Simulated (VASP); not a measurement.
A VASP calculation is set up with these files.

INCAR:
```
SYSTEM  =  WSi
PREC  =  Accurate; ENCUT  =  400; LREAL  =  .FALSE.
LASPH  =  .TRUE.
EDIFF  =  1E-6; NELM  =  100; ALGO  =  Normal
LMAXMIX  =  6
ISMEAR  =  1; SIGMA  =  0.1
GGA  =  PE
IBRION  =  2; NSW  =  60; ISIF  =  3
EDIFFG  =  -0.01
LWAVE  =  .FALSE.; LCHARG  =  .FALSE.
```

POSCAR:
```
WSi
1
    3.0608692687     0.0000000000     0.0000000000
    0.0000000000     3.0608692687     0.0000000000
    0.0000000000     0.0000000000     3.0608692687
W Si
1 1
Direct
  0.0000000000   0.0000000000   0.0000000000
  0.5000000000   0.5000000000   0.5000000000
```

KPOINTS:
```
Automatic mesh
0
Gamma
11 11 11
0 0 0
```

POTCAR, in this order: W_sv Si (PBE.64 set). Program: vasp_std.

Problem. Translate this PBE calculation to Quantum ESPRESSO's pw.x.

Solution. One equivalent input (not run):
```
&CONTROL
  calculation = 'vc-relax'
  pseudo_dir = './pseudo'
  outdir = './out'
  tprnfor = .true.
  tstress = .true.
  nstep = 60
  forc_conv_thr = 0.00039
/
&SYSTEM
  ibrav = 0
  nat = 2
  ntyp = 2
  ecutwfc = 74
  occupations = 'smearing'
  smearing = 'methfessel-paxton'
  degauss = 0.00735
  input_dft = 'pbe'
/
&ELECTRONS
  conv_thr = 7.3e-08
  electron_maxstep = 100
/
&IONS
/
&CELL
/
ATOMIC_SPECIES
  W 183.840 W.upf
  Si 28.085 Si.upf
CELL_PARAMETERS angstrom
     3.0608693    0.0000000    0.0000000
     0.0000000    3.0608693    0.0000000
     0.0000000    0.0000000    3.0608693
ATOMIC_POSITIONS crystal
  W    0.0000000  0.0000000  0.0000000
  Si   0.5000000  0.5000000  0.5000000
K_POINTS automatic
  11 11 11 0 0 0
```
Limits of the translation: the potentials are each code's own (VASP's PAW set, PseudoDojo norm-conserving files in pw.x), so ENCUT and ecutwfc are chosen apart and not converted; conv_thr bounds pw.x's estimated SCF error, while EDIFF bounds the energy change between steps; forc_conv_thr acts on force components and is met together with etot_conv_thr.

The structure was generated: WSi was put into the CsCl type type (Pm-3m), which need not be its known phase. This run relaxes it. Symmetry was kept, so distortions that lower it aren't found. The start is the result of an earlier pass.
